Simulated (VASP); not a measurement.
CsSi2:

```
Cs Si
1.0
     6.37157    0.00000    0.00000
    -3.18578    5.51794    0.00000
     0.00000    0.00000    4.47866
Cs Si
1 2
Direct
  0.00000 0.00000 0.00000
  0.66667 0.33333 0.25039
  0.66667 0.33333 0.74961
```

The cell was built by a generator and needn't be a form met in nature.

- Program: VASP 6.6.1
- Task: relaxation of cell and atoms
- Functional: PBE
- Potentials or basis: VASP PAW PBE potentials, release 64 (Cs_sv, Si)
- Cutoff: 600 eV
- k mesh: 5 × 5 × 6
- Occupations: gaussian, width 0.05 eV
- Spin: no spin polarisation

At the start: pressure -0.8 GPa; volume 52.49 Å³/atom.

Where does the relaxation end?

Over 10 steps the energy falls by 16.3 meV/atom and the volume is 51.21 Å³/atom (-2.4 %); space group P-6m2 (No. 187, to 0.05 Å).

Step by step:
```csv
step,energy change (eV),largest force (eV/Å),pressure (GPa),volume (Å³)
1,0.0000,0.1512,-0.83,157.46
2,-0.0300,0.4473,0.80,151.24
3,-0.0468,0.2897,0.08,153.17
4,-0.0469,0.2632,-0.05,153.55
5,-0.0470,0.2733,0.00,153.41
6,-0.0464,0.2585,0.22,152.99
7,-0.0486,0.0311,0.09,153.21
8,-0.0487,0.0316,-0.04,153.74
9,-0.0488,0.0012,0.02,153.49
10,-0.0488,0.0029,0.02,153.63
```

Final structure:
```xyz
3
Lattice="6.3798 0.0000 0.0000 -3.1899 5.5250 0.0000 0.0000 0.0000 4.3586" Properties=species:S:1:pos:R:3 pbc="T T T"
Cs   -3.1899    5.5250    0.0000
Si    3.1899    1.8417    1.0896
Si    3.1899    1.8417    3.2690
```
